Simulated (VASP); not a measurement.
Given:

```
Cu
1.0
    2.50774     0.00000     0.00000
   -1.25387     2.17177     0.00000
    0.00000     0.00000     4.15115
Cu
2
Direct
  0.33333   0.66667   0.25000
  0.66667   0.33333   0.75000
```

Computed with PBEsol GGA, VASP's PBE PAW potentials (set 64) (plane waves; VASP 6.6.1). Numerical set-up: 400 eV cut-off, 19×19×10 Γ-centred mesh, tetrahedra with Blöchl corrections, potentials Cu.

Problem. Tabulate the total density of states (states/eV per cell) against energy (eV; zero at the valence-band maximum or, without a gap, the Fermi level).

Solution. 
```
E (eV) | DOS (states/eV)
    -9.94 |  0.00
    -9.72 |  0.00
    -9.61 |  0.04
    -9.39 |  0.08
    -9.29 |  0.09
    -9.07 |  0.12
    -8.96 |  0.13
    -8.74 |  0.15
    -8.63 |  0.16
    -8.42 |  0.18
    -8.20 |  0.19
    -8.09 | # 0.20
    -7.87 | # 0.22
    -7.76 | # 0.23
    -7.55 | # 0.25
    -7.44 | # 0.26
    -7.22 | # 0.29
    -7.11 | # 0.30
    -6.89 | # 0.33
    -6.68 | # 0.36
    -6.57 | # 0.38
    -6.35 | # 0.42
    -6.24 | # 0.45
    -6.03 | # 0.51
    -5.92 | # 0.56
    -5.70 | ## 0.68
    -5.59 | ## 0.77
    -5.37 | ### 1.15
    -5.16 | ##### 2.06
    -5.05 | ##### 2.01
    -4.83 | ###### 2.42
    -4.72 | ######## 3.00
    -4.50 | ######### 3.40
    -4.40 | ########## 4.06
    -4.18 | ########## 3.89
    -4.07 | ########## 3.99
    -3.85 | ############### 5.77
    -3.63 | ########## 3.85
    -3.53 | ####### 2.61
    -3.31 | #################### 7.67
    -3.20 | ################### 7.46
    -2.98 | ################## 6.94
    -2.88 | ###################### 8.52
    -2.66 | ############### 5.76
    -2.44 | ############# 5.06
    -2.33 | ############# 4.92
    -2.11 | ############# 5.18
    -2.01 | ############## 5.65
    -1.79 | ########################### 10.5
    -1.68 | ############################## 11.7
    -1.46 | ## 0.90
    -1.35 | ## 0.87
    -1.14 | ## 0.75
    -0.92 | ## 0.70
    -0.81 | ## 0.69
    -0.59 | ## 0.67
    -0.48 | ## 0.66
    -0.27 | ## 0.69
    -0.16 | ## 0.69
     0.06 | ## 0.63
     0.17 | ## 0.65
     0.39 | # 0.56
     0.60 | # 0.54
     0.71 | # 0.52
     0.93 | # 0.51
     1.04 | # 0.51
     1.25 | # 0.49
     1.36 | # 0.48
     1.58 | # 0.48
     1.69 | # 0.49
     1.91 | # 0.52
     2.12 | # 0.52
     2.23 | # 0.50
     2.45 | # 0.47
     2.56 | # 0.45
     2.77 | # 0.41
     2.88 | # 0.45
     3.10 | # 0.38
     3.21 | # 0.36
     3.43 | # 0.33
```
Within 2 eV below the Fermi level the largest weight inside VASP's projection spheres is Cu d.

The structure was generated: Cu was put into the hcp type (P6_3/mmc), which need not be its known phase. It was relaxed first.
